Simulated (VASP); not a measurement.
Given:

```yaml
crystal:
  lattice:
    - [1.31711, -2.28131, 0.00000]
    - [1.31711, 2.28131, 0.00000]
    - [0.00000, 0.00000, 4.61253]
  atoms:
    - { symbol: Zn, position: [0.33333, 0.66667, 0.25000] }
    - { symbol: Zn, position: [0.66667, 0.33333, 0.75000] }
```

Method: MS2 meta-GGA, VASP's PBE PAW potentials (set 64) (plane waves; VASP). Numerical set-up: 520 eV cut-off, 18×18×9 Γ-centred mesh, tetrahedra with Blöchl corrections, potentials Zn.

Predict the energy per atom (σ→0), band gap (over mesh and band path) with the smallest direct gap where there is one.

```
Item                                                                   Value
----------------------------------  ----------------------------------------
band gap (over mesh and band path)  none (metal, semimetal or under 0.01 eV)
energy per atom (σ→0)                                         -2.734 eV/atom
```

Only differences to runs with the same potentials and settings are physical.

The compound is Zn in the hcp structure. It was relaxed first, which changed the volume by -9 %.
